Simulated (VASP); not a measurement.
# How U changes Ni3Se4 (Wilkmanite), part 3 of 3

Wanted: how far the results for Ni3Se4 (Wilkmanite) hang on the Hubbard correction. The start is a cell from a database of measured crystal structures.

VASP 6.6.1, plane waves and PAW; the level of theory is named at each step.

Still holding for the runs below: The magnetic state follows from one typed start and may not be the lowest. The k-mesh is coarse for a metal.

So far. Step 6 (Series over U, start order fm, U 2): Energy at zero smearing: -32.18693 eV. Step 6 (Series over U, start order fm, U 2): The run ends at a pressure of -5.67 GPa, with forces up to 0.78 eV/Å.

### Step 7. Series over U, start order AFM, U 2

This step: PBEsol, DFT+U (Ni d 2 eV), spin-polarised from a ferrimagnetic start; plane waves and PAW (Se, Ni) (VASP 6.6.1).

File INCAR:

```
SYSTEM = Ni3Se4
PREC = Normal
ENCUT = 350
EDIFF = 1E-06
NELM = 150
ISMEAR = 0
SIGMA = 0.05
LREAL = .FALSE.
ALGO = Normal
GGA = PS
NBANDS = 38
ISPIN = 2
MAGMOM = 0 0 0 0 1 -1 1
LDAU = .TRUE.
LDAUTYPE = 2
LDAUL = -1 2
LDAUU = 0 2
LDAUJ = 0 0
LDAUPRINT = 1
LASPH = .TRUE.
LMAXMIX = 4
LORBIT = 11
LWAVE = .FALSE.
LCHARG = .FALSE.
KPAR = 2
AMIX = 0.2
BMIX = 1E-04
AMIX_MAG = 0.8
BMIX_MAG = 1E-04
NEDOS = 1200
```

File POSCAR:

```
Ni3Se4
1.0
    6.0708910180     -1.8165000000      0.0000000000
    6.0708910180      1.8165000000      0.0000000000
   -3.1519490422      0.0000000000      5.3277952984
Se Ni
4 3
Direct
    0.6246700000      0.6246700000      0.2913400000
    0.3753300000      0.3753300000      0.7086600000
    0.1246700000      0.1246700000      0.7913400000
    0.8753300000      0.8753300000      0.2086600000
    0.2500000000      0.2500000000      0.2500000000
    0.7500000000      0.7500000000      0.7500000000
    0.0000000000      0.0000000000      0.0000000000
```

File KPOINTS:

```
Automatic mesh
0
Gamma
5 5 3
0 0 0
```

PAW data sets: Se and Ni (PBE family, release 64).

The run is started by

```bash
mpirun -np 2 vasp_std
```

What it wrote:

```text
[... set-up lines as in an earlier step ...]
 entering main loop
       N       E                     dE             d eps       ncg     rms          rms(c)
DAV:   1     0.350841397501E+03    0.35084E+03   -0.17854E+04  3648   0.111E+03
DAV:   2     0.207723784567E+01   -0.34876E+03   -0.33338E+03  3774   0.293E+02
DAV:   3    -0.331030993465E+02   -0.35180E+02   -0.33972E+02  4254   0.105E+02
DAV:   4    -0.342735897220E+02   -0.11705E+01   -0.11635E+01  4304   0.196E+01
[...]
DAV:  27    -0.321900429334E+02   -0.10383E-05   -0.35221E-05  3594   0.660E-02    0.308E-03
DAV:  28    -0.321900439881E+02   -0.10547E-05   -0.40624E-06  3102   0.214E-02    0.163E-03
DAV:  29    -0.321900439711E+02    0.16970E-07   -0.25172E-07  1962   0.478E-03
   1 F= -.32190044E+02 E0= -.32186931E+02  d E =-.622622E-02  mag=    -0.4869
```

It took 90 s on 2 MPI ranks of Intel Xeon Platinum 8488C (Sapphire Rapids), shared host; peak memory 0.46 GiB.

From OUTCAR (step 7):

```text
  Total       -4.8389492     -3.5165406     -4.0968706      0.0000000      0.0000000     -0.1357056
  in kB      -65.9775651    -47.9469355    -55.8595545      0.0000000      0.0000000     -1.8503042
  external PRESSURE =     -56.5946850 kB  Pullay stress =       0.0000000 kB

 POSITION                                       TOTAL-FORCE (eV/Angst)
 -----------------------------------------------------------------------------------
      6.66632      0.00000      1.55220         0.341953      0.000000      0.358905
      2.32351      0.00000      3.77560        -0.341896      0.000000     -0.359069
     -0.98055      0.00000      4.21610         0.472172      0.000000      0.045979
      9.97038      0.00000      1.11170        -0.472281      0.000000     -0.045837
      2.24746      0.00000      1.33195         0.679789      0.000000     -0.374716
      6.74237      0.00000      3.99585        -0.679800      0.000000      0.374729
      0.00000      0.00000      0.00000         0.000063      0.000000      0.000009
 -----------------------------------------------------------------------------------
    total drift:                                0.000010      0.000000     -0.000008

  FREE ENERGIE OF THE ION-ELECTRON SYSTEM (eV)
  ---------------------------------------------------
  free  energy   TOTEN  =       -32.1900439711 eV

  energy  without entropy=      -32.1838177556  energy(sigma->0) =      -32.18693086

 magnetization (x)
# of ion       s       p       d       tot
------------------------------------------
    1       -0.003   0.000  -0.001  -0.003
    2       -0.003   0.000  -0.001  -0.003
    3       -0.005   0.004  -0.001  -0.002
    4       -0.005   0.004  -0.001  -0.002
    5        0.000   0.001  -0.328  -0.326
    6        0.000   0.001  -0.328  -0.327
    7       -0.004  -0.006   0.225   0.215
--------------------------------------------------
tot         -0.020   0.005  -0.434  -0.449

[... 2 parts as in an earlier step ...]

[... 1 further part left out ...]
[key lines of the parts left out:]
E-fermi :   6.2072
```

The density of states holds every band computed, so its fall toward the upper end of the range is no gap.

Energy at zero smearing: -32.18693 eV.

### Step 8. Series over U, start order fm, U 4

This step: PBEsol, DFT+U (Ni d 4 eV), spin-polarised from a ferromagnetic start; plane waves and PAW (Se, Ni) (VASP 6.6.1).

INCAR: that of step 7 with these lines changed.

```diff
@@ -12,3 +12,3 @@
 ISPIN = 2
-MAGMOM = 0 0 0 0 1 -1 1
+MAGMOM = 0 0 0 0 1 1 1
 LDAU = .TRUE.
@@ -16,3 +16,3 @@
 LDAUL = -1 2
-LDAUU = 0 2
+LDAUU = 0 4
 LDAUJ = 0 0
```

POSCAR is that of step 7.

KPOINTS is that of step 7.

The run is started by

```bash
mpirun -np 2 vasp_std
```

What it wrote:

```text
[... set-up lines as in an earlier step ...]
 entering main loop
       N       E                     dE             d eps       ncg     rms          rms(c)
DAV:   1     0.352933654339E+03    0.35293E+03   -0.17976E+04  3648   0.111E+03
DAV:   2     0.671440367051E+01   -0.34622E+03   -0.33147E+03  3774   0.292E+02
DAV:   3    -0.284597565134E+02   -0.35174E+02   -0.34060E+02  4252   0.107E+02
DAV:   4    -0.295401466555E+02   -0.10804E+01   -0.10745E+01  4266   0.189E+01
[...]
DAV:  82    -0.286763907606E+02   -0.45157E-03   -0.56428E-04  5758   0.298E-01    0.217E-01
DAV:  83    -0.286764763937E+02   -0.85633E-04   -0.92964E-05  4846   0.871E-02    0.219E-01
DAV:  84    -0.286764759179E+02    0.47584E-06   -0.46670E-06  3612   0.167E-02
   1 F= -.28676476E+02 E0= -.28673865E+02  d E =-.522250E-02  mag=     1.1524
```

The job ended after 4.5 min (2 MPI ranks; peak memory 0.46 GiB; 8.8 min of CPU time).

Parts of OUTCAR (step 8):

```text
  Total       -5.3449842     -5.2779040     -5.5906953      0.0000000      0.0000000     -0.2502913
  in kB      -72.8771937    -71.9625770    -76.2273879      0.0000000      0.0000000     -3.4126435
  external PRESSURE =     -73.6890528 kB  Pullay stress =       0.0000000 kB

 POSITION                                       TOTAL-FORCE (eV/Angst)
 -----------------------------------------------------------------------------------
      6.66632      0.00000      1.55220         0.327818     -0.000000      0.391031
      2.32351      0.00000      3.77560        -0.327818     -0.000000     -0.391031
     -0.98055      0.00000      4.21610         0.576459     -0.000000      0.126128
      9.97038      0.00000      1.11170        -0.576459     -0.000000     -0.126128
      2.24746      0.00000      1.33195         0.721884     -0.000000     -0.373255
      6.74237      0.00000      3.99585        -0.721884     -0.000000      0.373255
      0.00000      0.00000      0.00000         0.000000      0.000000      0.000000
 -----------------------------------------------------------------------------------
    total drift:                                0.000000      0.000000      0.000000

  FREE ENERGIE OF THE ION-ELECTRON SYSTEM (eV)
  ---------------------------------------------------
  free  energy   TOTEN  =       -28.6764759179 eV

  energy  without entropy=      -28.6712534191  energy(sigma->0) =      -28.67386467

 magnetization (x)
# of ion       s       p       d       tot
------------------------------------------
    1        0.011  -0.007   0.001   0.005
    2        0.011  -0.007   0.001   0.005
    3        0.005   0.010   0.000   0.016
    4        0.005   0.010   0.000   0.016
    5        0.003   0.008   0.262   0.274
    6        0.003   0.008   0.262   0.274
    7        0.006   0.006   0.506   0.517
--------------------------------------------------
tot          0.044   0.030   1.034   1.108

[... 2 parts as in an earlier step ...]

[... 1 further part left out ...]
[key lines of the parts left out:]
E-fermi :   6.1522
```

Spin moment in the PAW sphere by atom:

| atom | spin moment in the PAW sphere (μB) |
| --- | --- |
| Se1 | 0.005 |
| Se2 | 0.005 |
| Se3 | 0.016 |
| Se4 | 0.016 |
| Ni5 | 0.274 |
| Ni6 | 0.274 |
| Ni7 | 0.517 |

The density of states holds every band computed, so its fall toward the upper end of the range is no gap.

Energy at zero smearing: -28.67386 eV.

### Step 9. Series over U, start order AFM, U 4

This step: PBEsol, DFT+U (Ni d 4 eV), spin-polarised from a ferrimagnetic start; plane waves and PAW (Se, Ni) (VASP 6.6.1).

INCAR: that of step 8 with these lines changed.

```diff
@@ -12,3 +12,3 @@
 ISPIN = 2
-MAGMOM = 0 0 0 0 1 1 1
+MAGMOM = 0 0 0 0 1 -1 1
 LDAU = .TRUE.
```

POSCAR is that of step 8.

KPOINTS is that of step 8.

The run is started by

```bash
mpirun -np 2 vasp_std
```

What it wrote:

```text
[... set-up lines as in an earlier step ...]
 entering main loop
       N       E                     dE             d eps       ncg     rms          rms(c)
DAV:   1     0.353207722908E+03    0.35321E+03   -0.17999E+04  3648   0.111E+03
DAV:   2     0.694230563992E+01   -0.34627E+03   -0.33150E+03  3756   0.292E+02
DAV:   3    -0.284996664138E+02   -0.35442E+02   -0.34367E+02  4214   0.108E+02
DAV:   4    -0.296114220355E+02   -0.11118E+01   -0.11044E+01  4300   0.192E+01
[...]
DAV:  31    -0.288035147060E+02    0.29205E-05   -0.16483E-05  2982   0.527E-02    0.124E-02
DAV:  32    -0.288035177976E+02   -0.30916E-05   -0.73549E-06  2678   0.458E-02    0.573E-03
DAV:  33    -0.288035182640E+02   -0.46633E-06   -0.10091E-06  2066   0.138E-02
   1 F= -.28803518E+02 E0= -.28801461E+02  d E =-.411464E-02  mag=     0.5644
```

Run time: 99 s. Hardware: 2 MPI ranks; peak memory 0.46 GiB; 3.2 min of CPU time.

OUTCAR, selected parts (step 9):

```text
  Total       -3.1812939     -3.2854353     -2.5835387      0.0000000      0.0000000     -0.1881275
  in kB      -43.3759511    -44.7958868    -35.2257459      0.0000000      0.0000000     -2.5650596
  external PRESSURE =     -41.1325279 kB  Pullay stress =       0.0000000 kB

 POSITION                                       TOTAL-FORCE (eV/Angst)
 -----------------------------------------------------------------------------------
      6.66632      0.00000      1.55220         0.263370      0.000000      0.238164
      2.32351      0.00000      3.77560        -0.231375      0.000000     -0.341124
     -0.98055      0.00000      4.21610         0.297606      0.000000      0.089364
      9.97038      0.00000      1.11170        -0.572840      0.000000      0.333464
      2.24746      0.00000      1.33195         0.891190      0.000000     -0.398460
      6.74237      0.00000      3.99585        -0.703953      0.000000      0.259541
      0.00000      0.00000      0.00000         0.056002      0.000000     -0.180949
 -----------------------------------------------------------------------------------
    total drift:                                0.000010      0.000000     -0.000012

  FREE ENERGIE OF THE ION-ELECTRON SYSTEM (eV)
  ---------------------------------------------------
  free  energy   TOTEN  =       -28.8035182640 eV

  energy  without entropy=      -28.7994036198  energy(sigma->0) =      -28.80146094

 magnetization (x)
# of ion       s       p       d       tot
------------------------------------------
    1        0.008  -0.011   0.002  -0.001
    2        0.005   0.018   0.000   0.023
    3       -0.005   0.065  -0.002   0.058
    4        0.008  -0.023   0.001  -0.014
    5        0.007   0.012   0.565   0.584
    6       -0.000   0.009  -0.897  -0.889
    7        0.001  -0.001   0.783   0.784
--------------------------------------------------
tot          0.024   0.068   0.452   0.544

[... 2 parts as in an earlier step ...]

[... 1 further part left out ...]
[key lines of the parts left out:]
E-fermi :   6.0850
```

Spin moment in the PAW sphere by atom:

| atom | spin moment in the PAW sphere (μB) |
| --- | --- |
| Se1 | -0.001 |
| Se2 | 0.023 |
| Se3 | 0.058 |
| Se4 | -0.014 |
| Ni5 | 0.584 |
| Ni6 | -0.889 |
| Ni7 | 0.784 |

Energy at zero smearing: -28.80146 eV.

The run ends at a pressure of -4.11 GPa, with forces up to 0.98 eV/Å.

### Step 10. Series over U, start order fm, U 6

This step: PBEsol, DFT+U (Ni d 6 eV), spin-polarised from a ferromagnetic start; plane waves and PAW (Se, Ni) (VASP 6.6.1).

INCAR: that of step 9 with these lines changed.

```diff
@@ -12,8 +12,8 @@
 ISPIN = 2
-MAGMOM = 0 0 0 0 1 -1 1
+MAGMOM = 0 0 0 0 1 1 1
 LDAU = .TRUE.
-LDAUTYPE = 2
+LDAUTYPE = 1
 LDAUL = -1 2
-LDAUU = 0 4
-LDAUJ = 0 0
+LDAUU = 0 6
+LDAUJ = 0 0.5
 LDAUPRINT = 1
```

POSCAR is that of step 9.

KPOINTS is that of step 9.

The run is started by

```bash
mpirun -np 2 vasp_std
```

What it wrote:

```text
[... set-up lines as in an earlier step ...]
 entering main loop
       N       E                     dE             d eps       ncg     rms          rms(c)
DAV:   1     0.354617225336E+03    0.35462E+03   -0.18087E+04  3648   0.112E+03
DAV:   2     0.101482859306E+02   -0.34447E+03   -0.33025E+03  3768   0.291E+02
DAV:   3    -0.253285494933E+02   -0.35477E+02   -0.34449E+02  4202   0.109E+02
DAV:   4    -0.263826809182E+02   -0.10541E+01   -0.10473E+01  4262   0.188E+01
[...]
DAV:  27    -0.268697609418E+02   -0.34385E-05   -0.83237E-06  4656   0.425E-02    0.731E-03
DAV:  28    -0.268697628508E+02   -0.19090E-05   -0.57425E-06  2828   0.356E-02    0.384E-03
DAV:  29    -0.268697634911E+02   -0.64030E-06   -0.59297E-06  3594   0.284E-02
   1 F= -.26869763E+02 E0= -.26866742E+02  d E =-.604312E-02  mag=     2.5066
```

It took 92 s on 2 MPI ranks; peak memory 0.45 GiB.

From OUTCAR (step 10):

```text
  Total       -1.3785856     -1.1711582     -0.4210553      0.0000000      0.0000000      0.1918736
  in kB      -18.7965848    -15.9683767     -5.7409580      0.0000000      0.0000000      2.6161363
  external PRESSURE =     -13.5019732 kB  Pullay stress =       0.0000000 kB

 POSITION                                       TOTAL-FORCE (eV/Angst)
 -----------------------------------------------------------------------------------
      6.66632      0.00000      1.55220         0.065682      0.000000      0.403530
      2.32351      0.00000      3.77560        -0.065682      0.000000     -0.403530
     -0.98055      0.00000      4.21610         0.293953      0.000000     -0.251293
      9.97038      0.00000      1.11170        -0.293953      0.000000      0.251293
      2.24746      0.00000      1.33195         0.786669      0.000000     -0.243699
      6.74237      0.00000      3.99585        -0.786669      0.000000      0.243699
      0.00000      0.00000      0.00000         0.000000      0.000000     -0.000000
 -----------------------------------------------------------------------------------
    total drift:                                0.000000      0.000000      0.000000

  FREE ENERGIE OF THE ION-ELECTRON SYSTEM (eV)
  ---------------------------------------------------
  free  energy   TOTEN  =       -26.8697634911 eV

  energy  without entropy=      -26.8637203724  energy(sigma->0) =      -26.86674193

 magnetization (x)
# of ion       s       p       d       tot
------------------------------------------
    1        0.015  -0.061   0.004  -0.042
    2        0.015  -0.061   0.004  -0.042
    3        0.007  -0.102   0.001  -0.094
    4        0.007  -0.102   0.001  -0.094
    5        0.008   0.004   1.084   1.096
    6        0.008   0.004   1.084   1.096
    7        0.017   0.017   0.598   0.632
--------------------------------------------------
tot          0.078  -0.300   2.776   2.553

[... 2 parts as in an earlier step ...]

[... 1 further part left out ...]
[key lines of the parts left out:]
E-fermi :   6.0124
```

Energy at zero smearing: -26.86674 eV.

The run ends at a pressure of -1.35 GPa, with forces up to 0.82 eV/Å.

### Step 11. Series over U, start order AFM, U 6

This step: PBEsol, DFT+U (Ni d 6 eV), spin-polarised from a ferrimagnetic start; plane waves and PAW (Se, Ni) (VASP 6.6.1).

INCAR: that of step 10 with these lines changed.

```diff
@@ -12,3 +12,3 @@
 ISPIN = 2
-MAGMOM = 0 0 0 0 1 1 1
+MAGMOM = 0 0 0 0 1 -1 1
 LDAU = .TRUE.
```

POSCAR is that of step 10.

KPOINTS is that of step 10.

The run is started by

```bash
mpirun -np 2 vasp_std
```

What it wrote:

```text
[... set-up lines as in an earlier step ...]
 entering main loop
       N       E                     dE             d eps       ncg     rms          rms(c)
DAV:   1     0.354927824730E+03    0.35493E+03   -0.18110E+04  3648   0.112E+03
DAV:   2     0.103495018852E+02   -0.34458E+03   -0.33029E+03  3770   0.291E+02
DAV:   3    -0.253989499501E+02   -0.35748E+02   -0.34793E+02  4208   0.110E+02
DAV:   4    -0.264615952304E+02   -0.10626E+01   -0.10565E+01  4256   0.190E+01
[...]
DAV:  23    -0.268990015845E+02   -0.31340E-05   -0.58068E-06  2880   0.337E-02    0.667E-03
DAV:  24    -0.268990043453E+02   -0.27608E-05   -0.11705E-05  4134   0.512E-02    0.348E-03
DAV:  25    -0.268990050570E+02   -0.71170E-06   -0.41095E-06  3256   0.153E-02
   1 F= -.26899005E+02 E0= -.26897042E+02  d E =-.392653E-02  mag=     0.6826
```

Elapsed: 75 s, on 2 MPI ranks; peak memory 0.46 GiB; 2.5 min of CPU time.

From OUTCAR (step 11):

```text
  Total       -1.1127325     -1.1587137     -0.3890054      0.0000000      0.0000000     -0.0176555
  in kB      -15.1717604    -15.7987006     -5.3039679      0.0000000      0.0000000     -0.2407270
  external PRESSURE =     -12.0914763 kB  Pullay stress =       0.0000000 kB

 POSITION                                       TOTAL-FORCE (eV/Angst)
 -----------------------------------------------------------------------------------
      6.66632      0.00000      1.55220         0.037453      0.000000      0.303440
      2.32351      0.00000      3.77560        -0.103044      0.000000     -0.377774
     -0.98055      0.00000      4.21610         0.125776      0.000000      0.107649
      9.97038      0.00000      1.11170        -0.410809      0.000000      0.522573
      2.24746      0.00000      1.33195         0.940380      0.000000     -0.390994
      6.74237      0.00000      3.99585        -0.692081      0.000000      0.148597
      0.00000      0.00000      0.00000         0.102326      0.000000     -0.313492
 -----------------------------------------------------------------------------------
    total drift:                               -0.000039      0.000000      0.000037

  FREE ENERGIE OF THE ION-ELECTRON SYSTEM (eV)
  ---------------------------------------------------
  free  energy   TOTEN  =       -26.8990050570 eV

  energy  without entropy=      -26.8950785250  energy(sigma->0) =      -26.89704179

 magnetization (x)
# of ion       s       p       d       tot
------------------------------------------
    1        0.007  -0.069   0.002  -0.059
    2        0.006  -0.007   0.000  -0.002
    3       -0.005   0.047  -0.002   0.039
    4        0.007  -0.110   0.001  -0.102
    5        0.010   0.010   0.950   0.970
    6       -0.002   0.007  -1.186  -1.180
    7        0.004   0.000   1.062   1.066
--------------------------------------------------
tot          0.028  -0.121   0.827   0.733

[... 2 parts as in an earlier step ...]

[... 1 further part left out ...]
[key lines of the parts left out:]
E-fermi :   5.9758
```

Energy at zero smearing: -26.89704 eV.

The run ends at a pressure of -1.21 GPa, with forces up to 1.0 eV/Å.

### Step 12. Summary

This step: DFT+U series, PBEsol; plane waves and PAW (VASP 6.6.1).

No new run; the numbers come from the runs before.

Energies at different U are not comparable. U series, by row:

| U (eV) | J (eV) | LDAUTYPE | start | energy (eV/atom) | mean moment (μB) | gap on the mesh (eV) | pressure (GPa) |
| --- | --- | --- | --- | --- | --- | --- | --- |
| 0 | 0 | - | fm | -5.126 | 0.005667 | 0 | -4.588 |
| 0 | 0 | - | afm | -5.126 | 0.017 | 0 | -4.584 |
| 1 | 0 | 2 | fm | -4.858 | 0.09733 | 0 | -5.257 |
| 1 | 0 | 2 | afm | -4.858 | 0.09767 | 0 | -5.262 |
| 2 | 0 | 2 | fm | -4.598 | 0.2897 | 0 | -5.666 |
| 2 | 0 | 2 | afm | -4.598 | 0.2893 | 0 | -5.659 |
| 4 | 0 | 2 | fm | -4.096 | 0.355 | 0 | -7.369 |
| 4 | 0 | 2 | afm | -4.114 | 0.7523 | 0 | -4.113 |
| 6 | 0.5 | 1 | fm | -3.838 | 0.9413 | 0 | -1.35 |
| 6 | 0.5 | 1 | afm | -3.842 | 1.072 | 0 | -1.209 |

### Step 13. Outcome

| Property | Result |
| --- | --- |
| U = 0 eV, J = 0 eV, fm start | mean size of the moments 0.01 μB |
| U = 0 eV, J = 0 eV, afm start | mean size of the moments 0.02 μB |
| U = 1 eV, J = 0 eV, fm start | mean size of the moments 0.10 μB |
| U = 1 eV, J = 0 eV, afm start | mean size of the moments 0.10 μB |
| U = 2 eV, J = 0 eV, fm start | mean size of the moments 0.29 μB |
| U = 2 eV, J = 0 eV, afm start | mean size of the moments 0.29 μB |
| U = 4 eV, J = 0 eV, fm start | mean size of the moments 0.35 μB |
| U = 4 eV, J = 0 eV, afm start | mean size of the moments 0.75 μB |
| U = 6 eV, J = 0.5 eV, fm start | mean size of the moments 0.94 μB |
| U = 6 eV, J = 0.5 eV, afm start | mean size of the moments 1.07 μB |

**Reading.** For the ferromagnetic start without J, from U = 0 to 4 eV the mean moment goes from 0.01 to 0.35 μB, the cell stays metallic, and the pressure goes from -4.6 to -7.4 GPa. At U = 4 and 6 eV the other start ends lower in energy than the ferromagnetic one, so this line doesn't follow the lower state. A jump between neighbouring rows can also mean that the runs ended in different spin or orbital states. U acts inside the PAW spheres, so the same number means something else in a code with other projectors.

[Lines on the potential files, build, host, timing and source positions are cut from VASP's logs without a mark.]

[Logs are printed without paths, hosts, clocks, repeated set-up lines and the standing remarks that a program may print on its own settings, such as how far it seeks lower states.]

[Hosts, paths, dates, database ids (printed as entryN), source tags and the programs' standing remarks are cut or masked in the printed files.]

[In band tables of VASP the shares of atoms and orbitals are scaled to a sum of 1 inside the atoms' spheres.]

[Runs that stopped without an error message from VASP are left out.]
